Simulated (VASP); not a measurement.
Consider the following.

```
CSi
1.0
    0.00000     2.21138     2.21138
    2.21138     0.00000     2.21138
    2.21138     2.21138     0.00000
Si C
1 1
Direct
  0.00000   0.00000   0.00000
  0.25000   0.25000   0.25000
```

Computed with PBE GGA, VASP's PBE PAW potentials (set 64) (plane waves; VASP). Numerical set-up: 520 eV cut-off, 10×10×10 Γ-centred mesh, Gaussian smearing of 0.050 eV, potentials Si C.

### Question
The job: SiC (zinc blende), 2 atoms, PBE, static run, 520 eV, 10×10×10 Γ-centred mesh. Roughly how much core time does it take on a busy server core?

### Answer
About 4 core-seconds (one run on a shared machine, a rough figure). It had 47 irreducible k-points, 8 bands, up to 592 plane waves and 14 electronic steps.

The compound is SiC in the zinc blende structure. This cell is one point of a volume scan, at 1.03 of the reference volume.
